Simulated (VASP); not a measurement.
# Pd: electrostatic potential with LDA

Crystal: Pd.

```
Pd
1.0
     0.00000    1.91988    1.91988
     1.91988    0.00000    1.91988
     1.91988    1.91988    0.00000
Pd
1
Cartesian
  0.0000 1.9199 1.9199
```

The cell was built by a generator and needn't be a form met in nature.

| Quantity | Value |
| --- | --- |
| Program | VASP 6.6.1 |
| Task | electrostatic potential |
| Functional | LDA |
| Potentials or basis | VASP PAW LDA potentials, release 64 (Pd) |
| Cutoff | 520 eV |
| k mesh | 18 × 18 × 18 |
| Occupations | methfessel-paxton, width 0.1 eV |
| Spin | no spin polarisation |
| Further INCAR settings | ALGO = Normal; EDIFF = 1e-06 |

```yaml
Pressure: 0.0 GPa
Band_gap_on_the_k_mesh: none (metal or under the smearing width)
```

Levels at points of the mesh, in eV from the Fermi level:
| k point | band 3 | band 4 | band 5 | band 6 | band 7 | band 8 |
| --- | --- | --- | --- | --- | --- | --- |
| (0.00, 0.00, 0.00) | -3.07 | -3.07 | -1.30 | -1.30 | 17.14 | 22.10 |
| (0.50, 0.00, 0.00) | -3.11 | -0.01 | -0.01 | 0.85 | 7.59 | 16.52 |
| (0.50, 0.50, 0.00) | -0.03 | 0.32 | 0.32 | 3.25 | 11.16 | 13.29 |

Run time: 7 s on 1 thread of Intel(R) Xeon(R) 6975P-C (Granite Rapids), on a shared host, peak memory 0.14 GiB.
